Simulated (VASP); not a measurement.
VASP input:

### INCAR
```
ISMEAR = 0   ! Gaussian
EDIFF = 1E-6
ALGO = Normal   ! blocked Davidson
NELM = 100   ! most electronic steps
NSW = 40   ! most ionic steps
LWAVE = .False.
IBRION = 2   ! conjugate gradients
EDIFFG = -0.02
LCHARG = .False.
ISIF = 3
SIGMA = 0.05
LREAL = .False.
PREC = Accurate
PSTRESS = 450   ! kbar
ENCUT = 620
SYSTEM = MgO
LASPH = .True.   ! aspherical one-centre terms
```

### POSCAR
```
MgO
1
    0.0000000000     1.9852538401     1.9852538401
    1.9852538401     0.0000000000     1.9852538401
    1.9852538401     1.9852538401     0.0000000000
Mg O
1 1
Direct
  0.0000000000   0.0000000000   0.0000000000
  0.5000000000   0.5000000000   0.5000000000
```

File KPOINTS:
```
Automatic mesh
0
Gamma
11 11 11
0 0 0
```

POTCAR, in this order: Mg O (LDA.64 set). Program: vasp_std.

Write an equivalent input for Ansatz.

One equivalent input (not run):
Ansatz 0.2 input:
```yaml
crystal:
  lattice:
    - [0.0000000, 1.9852538, 1.9852538]
    - [1.9852538, 0.0000000, 1.9852538]
    - [1.9852538, 1.9852538, 0.0000000]
  atoms:
    - { symbol: Mg, position: [0.0000000, 0.0000000, 0.0000000] }
    - { symbol: O, position: [0.5000000, 0.5000000, 0.5000000] }
kpoints:
  mp_grid: { grid: [11, 11, 11] }
hamiltonian:
  xc: lda
  pseudopotentials: { kind: paw }
scf:
  occupations: { method: gaussian, width: 0.05 }
  max_iter: 100
relax:
  max_steps: 40
  f_tol: 0.02
  cell: { p_target: 45 }
output: { forces: true, stress: true, eigenvalues: true }
```
Limits of the translation: each code has its own PAW files, so the cut-off isn't converted (ENCUT is set for VASP's; basis.ecutwfc is left out, and Ansatz then takes the one that its files recommend); Ansatz stops its SCF on the density residual and VASP on the energy change (EDIFF); Ansatz's lda is the Perdew-Wang form, while the LDA potentials of VASP carry Perdew-Zunger's.

The compound is MgO in the rock salt structure. This run relaxes it under an external pressure of 45 GPa. Symmetry was kept, so distortions that lower it aren't found.
